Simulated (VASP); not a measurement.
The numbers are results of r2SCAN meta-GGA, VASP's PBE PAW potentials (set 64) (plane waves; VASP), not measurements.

The input files of a VASP run:

INCAR:
```
# general
SYSTEM =SrVO3
PREC   =Accurate
ENCUT  =520
LREAL  =F   # projection in real space or not
LASPH  =T

# electronic loop
EDIFF  =1E-7
NELM   =100
ALGO   =Normal   # blocked Davidson
LMAXMIX=4   # l cut-off of mixed one-centre charges
LMIXTAU=T

# smearing
ISMEAR =-5

# functional
METAGGA=R2SCAN

# ions
ISIF   =2

# output
LWAVE  =F
LCHARG =F
LORBIT =11
NEDOS  =601

# other
LEFG   =T
```

KPOINTS_OPT:
```
k-points along high-symmetry lines
10
Line-mode
Reciprocal
  0.000000   0.000000   0.000000 ! GAMMA
  0.000000   0.500000   0.000000 ! X

  0.000000   0.500000   0.000000 ! X
  0.500000   0.500000   0.000000 ! M

  0.500000   0.500000   0.000000 ! M
  0.000000   0.000000   0.000000 ! GAMMA

  0.000000   0.000000   0.000000 ! GAMMA
  0.500000   0.500000   0.500000 ! R

  0.500000   0.500000   0.500000 ! R
  0.000000   0.500000   0.000000 ! X

  0.500000   0.500000   0.500000 ! R
  0.500000   0.500000   0.000000 ! M
```

KPOINTS:
```
Automatic mesh
0
Gamma
9 9 9
0 0 0
```

POSCAR:
```
SrVO3
3.8333850
  1.0000000421   0.0000000000   0.0000000000
  0.0000000000   1.0000000421   0.0000000000
  0.0000000000   0.0000000000   1.0000000421
Sr V O
1 1 3
Cartesian
  0.0000000000   0.0000000000   0.0000000000
  0.5000000211   0.5000000211   0.5000000211
  0.5000000211   0.0000000000   0.5000000211
  0.0000000000   0.5000000211   0.5000000211
  0.5000000211   0.5000000211   0.0000000000
```

POTCAR, in this order: Sr_sv V_sv O (PBE.64 set). Program: vasp_std.

What VASP printed:

OSZICAR:
```
       N       E                     dE             d eps       ncg     rms          rms(c)
DAV:   1     0.435409741133E+03    0.43541E+03   -0.24681E+04  1680   0.183E+03
DAV:   2    -0.577856934418E+02   -0.49320E+03   -0.48951E+03  2168   0.506E+02
DAV:   3    -0.849614571405E+02   -0.27176E+02   -0.27054E+02  1816   0.131E+02
DAV:   4    -0.859829016257E+02   -0.10214E+01   -0.10193E+01  3008   0.207E+01
DAV:   5    -0.859949711927E+02   -0.12070E-01   -0.11672E-01  2048   0.162E+00    0.417E+01
DAV:   6    -0.634119286722E+02    0.22583E+02   -0.80131E+01  2352   0.783E+01    0.156E+01
DAV:   7    -0.622746766153E+02    0.11373E+01   -0.16392E+01  1848   0.386E+01    0.134E+01
DAV:   8    -0.625915728794E+02   -0.31690E+00   -0.45407E+00  1864   0.179E+01    0.362E+00
DAV:   9    -0.616854373213E+02    0.90614E+00   -0.14272E+00  1840   0.112E+01    0.143E+00
DAV:  10    -0.622836294834E+02   -0.59819E+00   -0.42104E-01  1712   0.555E+00    0.756E-01
DAV:  11    -0.623336716141E+02   -0.50042E-01   -0.26610E-02  2088   0.132E+00    0.358E-01
DAV:  12    -0.623330639500E+02    0.60766E-03   -0.71044E-03  1872   0.607E-01    0.242E-01
DAV:  13    -0.623505445519E+02   -0.17481E-01   -0.75012E-03  1696   0.939E-01    0.785E-02
DAV:  14    -0.623507185094E+02   -0.17396E-03   -0.20448E-04  2048   0.148E-01    0.507E-02
DAV:  15    -0.623507843782E+02   -0.65869E-04   -0.52539E-05  2280   0.595E-02    0.371E-02
DAV:  16    -0.623508157323E+02   -0.31354E-04   -0.28414E-05  1704   0.570E-02    0.174E-02
DAV:  17    -0.623508221590E+02   -0.64267E-05   -0.11298E-05  1904   0.322E-02    0.471E-03
DAV:  18    -0.623508214306E+02    0.72832E-06   -0.16823E-06  1704   0.149E-02    0.299E-03
DAV:  19    -0.623508222230E+02   -0.79237E-06   -0.11075E-06  1856   0.117E-02    0.953E-04
DAV:  20    -0.623508223381E+02   -0.11508E-06   -0.12941E-07   888   0.447E-03    0.125E-03
DAV:  21    -0.623508223328E+02    0.52969E-08   -0.30128E-08   864   0.199E-03
   1 F= -.62350822E+02 E0= -.62350822E+02  d E =0.000000E+00
       N       E                     dE             ncg
       N       E                     dE             ncg
```

File OUTCAR:
```
------------------------ aborting loop because EDIFF is reached ----------------------------------------
  FORCE on cell =-STRESS in cart. coord.  units (eV):
  Direction    XX          YY          ZZ          XY          YZ          ZX
  --------------------------------------------------------------------------------------
  Total        0.0261405      0.0261405      0.0261405     -0.0000000     -0.0000000     -0.0000000
  in kB        0.7434943      0.7434943      0.7434943     -0.0000000     -0.0000000     -0.0000000
  external PRESSURE =       0.7434943 kB  Pullay stress =       0.0000000 kB
  volume of cell :       56.33
      direct lattice vectors                 reciprocal lattice vectors
     3.833385161  0.000000000  0.000000000     0.260866038  0.000000000  0.000000000
     0.000000000  3.833385161  0.000000000     0.000000000  0.260866038  0.000000000
     0.000000000  0.000000000  3.833385161     0.000000000  0.000000000  0.260866038
 POSITION                                       TOTAL-FORCE (eV/Angst)
 -----------------------------------------------------------------------------------
      0.00000      0.00000      0.00000         0.000000      0.000000      0.000000
      1.91669      1.91669      1.91669         0.000000      0.000000      0.000000
      1.91669      0.00000      1.91669         0.000000      0.000000      0.000000
      0.00000      1.91669      1.91669         0.000000      0.000000      0.000000
      1.91669      1.91669      0.00000         0.000000      0.000000      0.000000
 -----------------------------------------------------------------------------------
    total drift:                                0.000000      0.000000     -0.000000
  FREE ENERGIE OF THE ION-ELECTRON SYSTEM (eV)
  ---------------------------------------------------
  free  energy   TOTEN  =       -62.3508223328 eV

  energy  without entropy=      -62.3508223328  energy(sigma->0) =      -62.35082233

 total charge

# of ion       s       p       d       tot
------------------------------------------
    1        1.999   5.893   0.205   8.097
    2        2.279   6.348   2.905  11.532
    3        1.569   3.515   0.000   5.084
    4        1.569   3.515   0.000   5.084
    5        1.569   3.515   0.000   5.084
--------------------------------------------------
tot          8.986  22.786   3.109  34.881

 Electric field gradients after diagonalization (V/A^2)
 (convention: |V_zz| > |V_xx| > |V_yy|)
----------------------------------------------------------------------
 ion       V_xx      V_yy      V_zz     asymmetry (V_yy - V_xx)/ V_zz
----------------------------------------------------------------------
   1       0.000     0.000     0.000      -0.426
   2      -0.000     0.000    -0.000      -0.449
   3     -15.991   -15.991    31.981       0.000
   4     -15.991   -15.991    31.981       0.000
   5     -15.991   -15.991    31.981       0.000
```
(Selected blocks of OUTCAR.)

File OUTCAR:
```
 val. band max:        6.3533587037   @ k =   0.2222   0.2222   0.1111

 cond. band min:       6.3413638008   @ k =   0.4444   0.2222   0.0000


 Fermi energy:         6.3585013868

 k-point     1 :       0.0000    0.0000    0.0000
  band No.  band energies     occupation
      1     -62.3108      2.00000
      2     -35.0122      2.00000
      3     -35.0122      2.00000
      4     -35.0122      2.00000
      5     -29.5952      2.00000
      6     -14.7706      2.00000
      7     -13.6040      2.00000
      8     -13.6040      2.00000
      9     -10.9875      2.00000
     10     -10.9875      2.00000
     11     -10.9875      2.00000
     12       0.7472      2.00000
     13       0.7472      2.00000
     14       0.7472      2.00000
     15       2.7136      2.00000
     16       2.7136      2.00000
     17       2.7136      2.00000
     18       3.5930      2.00000
     19       3.5930      2.00000
     20       3.5930      2.00000
     21       5.3789      2.00000
     22       5.3789      2.00000
     23       5.3789      2.00000
     24       7.6463      0.00000

 k-point     2 :       0.1111    0.0000    0.0000
  band No.  band energies     occupation
      1     -62.3107      2.00000
      2     -35.0170      2.00000
      3     -35.0120      2.00000
      4     -35.0120      2.00000
      5     -29.5913      2.00000
      6     -14.7659      2.00000
      7     -13.6170      2.00000
      8     -13.5987      2.00000
      9     -10.9801      2.00000
     10     -10.9801      2.00000
     11     -10.9118      2.00000
     12       0.5675      2.00000
     13       0.7411      2.00000
     14       0.7411      2.00000
     15       2.5266      2.00000
     16       2.5266      2.00000
     17       2.5994      2.00000
     18       3.1867      2.00000
     19       3.4878      2.00000
     20       3.4878      2.00000
     21       5.3923      2.00000
     22       5.6882      2.02114
     23       5.6882      2.10587
     24       7.6493      0.00000
...
```

For a metal the tetrahedron method with Blöchl corrections gives inexact stress and forces.

The compound is SrVO3 in the cubic perovskite structure. It was relaxed first. The run is not spin-polarised, so no magnetic state was tried. The electron count is odd and the run is not spin-polarised, which forces a metal.
